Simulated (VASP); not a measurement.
GW runs with VASP on BAs (zinc blende), on PBE orbitals with a Kohn-Sham gap of 1.41 eV on the mesh.

AsB is taken in the cubic space group F-43m (No. 216), the zinc blende structure, Pearson symbol cF8. Lattice parameters: a = b = c = 4.780 Å, α = β = γ = 90.00°. B on 4a is coordinated by 4 As at 2.070 Å (tetrahedral). As on 4d is surrounded by 4 B at 2.070 Å (tetrahedral). (Neighbours: up to the widest gap in distance over summed covalent radii, below 1.35, at either atom.)
(The calculation used a cell of 2 atoms; values per cell refer to that cell.)

Numerical set-up: PREC = Normal, 500 eV cut-off, 4×4×4 Γ-centred mesh, Gaussian smearing of 0.010 eV, potentials B_GW As_GW.

The mesh is coarse and the basis finite, so the quasiparticle values are not converged.

```
run                  level  NBANDS  ENCUTGW (eV)  QP gap (eV)  smallest direct QP gap (eV)
-----  -------------------  ------  ------------  -----------  ---------------------------
run 1  G0W0@PBE, 1 step(s)     100           150         1.88                         4.05
run 2  G0W0@PBE, 1 step(s)     240           250         1.94                         4.09
run 3  G0W0@PBE, 1 step(s)     320           300            ?                            ?
```

### Question
What belongs in the gaps?

### Answer

- run 3, QP gap (eV): 1.96
- run 3, smallest direct QP gap (eV): 4.10

Left out are failed runs and those that VASP or the mesh makes unfit.

The compound is BAs in the zinc blende structure. The cell was not relaxed at this level.
